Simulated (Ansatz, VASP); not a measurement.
## Si2O: VASP beside Ansatz

Aim: how closely do two programs agree when they are given the same cell, functional and k mesh? Of the first pair: The structure shown is frame 165 of Ansatz's trajectory.

Program: Ansatz 0.2.0. Level of theory: plane waves, with VASP 6.6.1 beside it; single point at PBEsol. Results are calculated unless marked as measured.

## Step 1: Set-up

The cell holds 30 atoms: 20 Si and 10 O. Its edges and angles: a = 8.167 Å, b = 8.167 Å, c = 8.167 Å, α = 90.0°, β = 90.0°, γ = 90.0°. Kind glass; density_g_cm3 2.2; melt_temperature_k 3200; route random start, relaxed, short melt, two cooling runs, relaxed.

## Step 2: Ansatz: dynamics, PBEsol

Ansatz runs on its PAW soft_1 files.

One frame of this run of dynamics is then solved in both programs, so the motion causes no difference.

input.yaml reads:

```yaml
crystal:
  lattice:
    - [8.1669974226, 0.0, 0.0]
    - [0.0, 8.1669974226, 0.0]
    - [0.0, 0.0, 8.1669974226]
  atoms:
    - { symbol: Si, position: [0.93996454, 0.50997335, 0.85226205] }
    - { symbol: Si, position: [0.17681541, 0.62583588, 0.46800578] }
    - { symbol: Si, position: [0.85914022, 0.1559425, 0.80164345] }
    - { symbol: Si, position: [0.50742124, 0.85865682, 0.33098149] }
    - { symbol: Si, position: [0.34288673, 0.74708301, 0.92789254] }
    - { symbol: Si, position: [0.1175574, 0.7074169, 0.74022957] }
    - { symbol: Si, position: [0.48473959, 0.44057244, 0.44025715] }
    - { symbol: Si, position: [0.92385164, 0.44552065, 0.26550982] }
    - { symbol: Si, position: [0.02429057, 0.26663251, 1.00932406] }
    - { symbol: Si, position: [0.01018171, 0.96158632, 0.63422452] }
    - { symbol: Si, position: [0.77339439, 0.60421532, 0.07839013] }
    - { symbol: Si, position: [0.74870368, -0.12067556, 0.18771783] }
    - { symbol: Si, position: [0.13729428, 0.97022817, 1.00548715] }
    - { symbol: Si, position: [0.73367245, 0.46727014, 0.62301954] }
    - { symbol: Si, position: [0.65445337, 0.91047561, 0.56767032] }
    - { symbol: Si, position: [0.22217235, 0.89836774, 0.36280163] }
    - { symbol: Si, position: [0.49097493, 0.55355154, 0.13241856] }
    - { symbol: Si, position: [0.53000519, 0.16602442, 0.60952046] }
    - { symbol: Si, position: [0.59205039, 0.72162359, 0.76946749] }
    - { symbol: Si, position: [0.75906146, 0.91567704, 0.91313828] }
    - { symbol: O, position: [0.49726868, 0.6441262, 0.327436] }
    - { symbol: O, position: [0.69460436, 0.27041284, 0.71362836] }
    - { symbol: O, position: [0.45768301, 0.37819762, 0.24286588] }
    - { symbol: O, position: [0.3222865, 0.49875502, 0.54187124] }
    - { symbol: O, position: [0.10442124, 0.52959304, 0.30433118] }
    - { symbol: O, position: [0.10888384, -0.05723107, 0.20325854] }
    - { symbol: O, position: [0.85510606, -0.12114146, 0.5200833] }
    - { symbol: O, position: [0.1510756, 0.02604078, 0.50180474] }
    - { symbol: O, position: [-0.02799205, 0.86602586, 0.92991679] }
    - { symbol: O, position: [0.85110153, 0.42415172, 0.45667481] }
kpoints:
  mp_grid: { grid: [1, 1, 1] }
scf:
  occupations: { method: fermi_dirac, width: 0.1 }
  n_extra_bands: 21
hamiltonian:
  xc: pbesol
  pseudopotentials: { kind: paw, azcp: { folder: soft_1 }, xc_functional: pbe }
output:
  forces: true
basis:
  ecutwfc: 320
md:
  timestep: 1.5
  n_steps: 495
  ensemble: nvt_langevin
  temperature: 3200
  seed: 0
```

The run is started by

```console
$ ansatz run input.yaml --threads 8 --pin off --max-ram 23552MiB --backend cpu --events-out ev --progress --plain --runs-dir out
```

Numbers of over 12 decimals in the logs are rounded to 6 here.

Output:

```text
Warning: md: disabling space-group detection — thermal motion breaks the input geometry's symmetry, so no spatial operation reduces the k-mesh or symmetrises the density; time reversal is kept, so that k and −k are solved as one point where they differ and the mesh holds both, and exact exchange and, on two spinor components, a DFT+U term hold to it where the run has them: on two components no moment then forms, and  [...]
Warning: basis.ecutwfc = 320 eV is below the records' recommended 420 eV, and the density's cutoff is lower with it unless basis.ecutrho_ratio is high enough to keep the records' density cutoff: compare with a run at a higher cutoff
scf.n_extra_bands = 21 over 70 filled bands (N_el = 140.0): the run solves 91 bands
Engine: ansatz 0.2.0, aarch64-unknown-linux-gnu
Pseudopotentials: kind: paw
Pseudopotential: Si, paw, valence charge 4, recommended cutoff 420 eV (normal), soft_1/Si.paw.azcp
Pseudopotential: O, paw, valence charge 6, recommended cutoff 420 eV (normal), soft_1/O.paw.azcp
Functional definition: PBEsol
  exchange = pbesol_x
  correlation = pbesol_c
Crystal: 30 atoms, lattice volume = 544.737 Å³
Basis set: ecut = 320 eV, 7075 PW (Γ), exchange–correlation on 96×96×96 points (8 copies of the dense FFT grid, shifted against one another)
Bands: 91, of which v1, the nominal top of the filled ones, is band 70 counted from 1 (69 counted from 0)
Symmetry: 1 space group operations
k-points: 1
Non-local potential: Si, projectors of the file, l = 0: 2, l = 1: 2, l = 2: 1
Non-local potential: O, projectors of the file, l = 0: 2, l = 1: 2, l = 2: 1
PAW form: soft (Blöchl's): semilocal exchange-correlation on the pseudo side does not see the compensation charge
PAW frozen core: Si, regenerated for the run's functional, and the local potential with it (the file was generated under x = pbe(κ = 0.804, μ = 0.219515), c = pbe(β = 0.066725))
PAW frozen core: O, regenerated for the run's functional, and the local potential with it (the file was generated under x = pbe(κ = 0.804, μ = 0.219515), c = pbe(β = 0.066725))
PAW one-centre angular grid: Si, 110 points (default); XC on 64 Gauss nodes
PAW one-centre angular grid: O, 110 points (default); XC on 64 Gauss nodes
Initial density: superposition of atomic densities (chi_scale 0.1, normalization cell, long waves 25 % of neutral atoms (reshape's long-wave potential 1.25 eV rms, cloud 1.77 Å wide))
Initial wavefunctions: pseudopotential atomic-orbital guess
Functional: x = pbesol(κ = 0.804, μ = 0.123457), c = pbesol(β = 0.046)
SCF iter   1: F=—  HF=-18049.446315 eV  |F-HF|=—  |Δ(HF+E_count)|=         —  Δρ=5.77e-2  dr2=5.34e1  ethr=3.10e-3  ⟨swp⟩=12.0  Hψ=568  notcnv=0
preconditioner: auto → LDOS  [insulator: Δε(μ)=0.474 eV  Ē_g=7.941 eV  σ=0.100 eV  W_gap=0.83  n_scr=80 (ndim 8)  ℏωp=17.7 eV  f_vac=0.047  D(μ)=3.75/eV (n_scr^D=18)  ε∞_Penn≈6.0  β→1.0]
SCF iter   2: F=—  HF=-18049.169222 eV  |F-HF|=—  |Δ(HF+E_count)|=   2.77e-1  Δρ=5.49e-2  dr2=6.43e1  ethr=3.10e-3  ⟨swp⟩=10.0  Hψ=355  notcnv=0  defer=1
SCF iter   3: F=—  HF=-18037.436259 eV  |F-HF|=—  |Δ(HF+E_count)|=    1.17e1  Δρ=1.64e-2  dr2=2.96e0  ethr=3.10e-3  ⟨swp⟩=6.0  Hψ=250  notcnv=0  defer=3
SCF iter   4: F=—  HF=-18036.955802 eV  |F-HF|=—  |Δ(HF+E_count)|=   4.80e-1  Δρ=9.38e-3  dr2=9.19e-1  ethr=2.11e-3  ⟨swp⟩=3.0  Hψ=203  notcnv=0  defer=3
SCF iter   5: F=—  HF=-18036.783502 eV  |F-HF|=—  |Δ(HF+E_count)|=   1.72e-1  Δρ=1.86e-3  dr2=2.55e-2  ethr=6.56e-4  ⟨swp⟩=4.0  Hψ=183  notcnv=0  defer=3
SCF iter   6: F=—  HF=-18036.783171 eV  |F-HF|=—  |Δ(HF+E_count)|=   3.30e-4  Δρ=7.20e-4  dr2=7.59e-3  ethr=1.82e-5  ⟨swp⟩=2.0  Hψ=132  notcnv=0  defer=3
SCF iter   7: F=—  HF=-18036.782409 eV  |F-HF|=—  |Δ(HF+E_count)|=   7.63e-4  Δρ=2.39e-4  dr2=5.05e-4  ethr=5.42e-6  ⟨swp⟩=2.0  Hψ=122  notcnv=0  defer=3
SCF iter   8: F=—  HF=-18036.782404 eV  |F-HF|=—  |Δ(HF+E_count)|=   5.02e-6  Δρ=8.93e-5  dr2=5.80e-5  ethr=3.61e-7  ⟨swp⟩=2.0  Hψ=142  notcnv=0  defer=3
SCF iter   9: F=—  HF=-18036.782579 eV  |F-HF|=—  |Δ(HF+E_count)|=   1.76e-4  Δρ=3.57e-5  dr2=1.04e-5  ethr=4.15e-8  ⟨swp⟩=3.0  Hψ=195  notcnv=0  defer=3
SCF iter  10: F=—  HF=-18036.782564 eV  |F-HF|=—  |Δ(HF+E_count)|=   1.58e-5  Δρ=1.37e-5  dr2=1.31e-6  ethr=7.42e-9  ⟨swp⟩=2.0  Hψ=121  notcnv=0  defer=3
SCF iter  11: F=—  HF=-18036.782565 eV  |F-HF|=—  |Δ(HF+E_count)|=   9.68e-7  Δρ=5.36e-6  dr2=2.77e-7  ethr=9.35e-10  ⟨swp⟩=2.0  Hψ=138  notcnv=0  defer=3
[...]
SCF iter   7: F=-18028.329468 eV  HF=-18028.329468 eV  |F-HF|=5.76e-9  |Δ(HF+E_count)|=   8.17e-9  Δρ=1.04e-6  dr2=8.74e-9  ethr=2.14e-11  ⟨swp⟩=4.0  Hψ=293  notcnv=0
SCF 69 converged in 7 iterations: F = -18028.329468 eV  dr2 = 8.74e-9
md step    68: t =   102.00 fs  T =  1804.5 K  F+E_penalty+E_count = -18028.32946753 eV  E_kin = 6.997382 eV  (7 SCF iters)
[...]
md step    69: t =   103.50 fs  T =  1848.1 K  F+E_penalty+E_count = -18028.13878970 eV  E_kin = 7.166553 eV  (7 SCF iters)
[...]
md step    70: t =   105.00 fs  T =  1746.0 K  F+E_penalty+E_count = -18028.01346325 eV  E_kin = 6.770755 eV  (9 SCF iters)
[...]
md step    71: t =   106.50 fs  T =  1628.2 K  F+E_penalty+E_count = -18027.95034162 eV  E_kin = 6.313729 eV  (7 SCF iters)
[...]
md step    72: t =   108.00 fs  T =  1613.8 K  F+E_penalty+E_count = -18027.98879974 eV  E_kin = 6.258025 eV  (6 SCF iters)
[...]
md step    73: t =   109.50 fs  T =  1698.9 K  F+E_penalty+E_count = -18028.11844352 eV  E_kin = 6.587838 eV  (7 SCF iters)
[...]
md step    74: t =   111.00 fs  T =  1849.3 K  F+E_penalty+E_count = -18028.26828310 eV  E_kin = 7.171106 eV  (7 SCF iters)
SCF iter   1: F=—  HF=-18028.364033 eV  |F-HF|=—  |Δ(HF+E_count)|=         —  Δρ=5.96e-4  dr2=1.04e-3  ethr=1.13e-5  ⟨swp⟩=4.0  Hψ=295  notcnv=0  defer=2
preconditioner: auto → LDOS  [insulator: Δε(μ)=0.265 eV  Ē_g=7.701 eV  σ=0.100 eV  W_gap=0.58  n_scr=80 (ndim 8)  ℏωp=17.6 eV  f_vac=0.074  D(μ)=7.50/eV (
```

The column dr2 measures how far the density is from self-consistency, as an energy; F and HF (Harris–Foulkes) agree once it is small.

(Continued in part 2 of 3.)

[Lines on the potential files, build, host, timing and source positions are cut from VASP's logs without a mark.]

[Logs are printed without paths, hosts, clocks, repeated set-up lines and the standing remarks that a program may print on its own settings, such as how far it seeks lower states.]

[Hosts, paths, dates, database ids (printed as entryN), source tags and the programs' standing remarks are cut or masked in the printed files.]
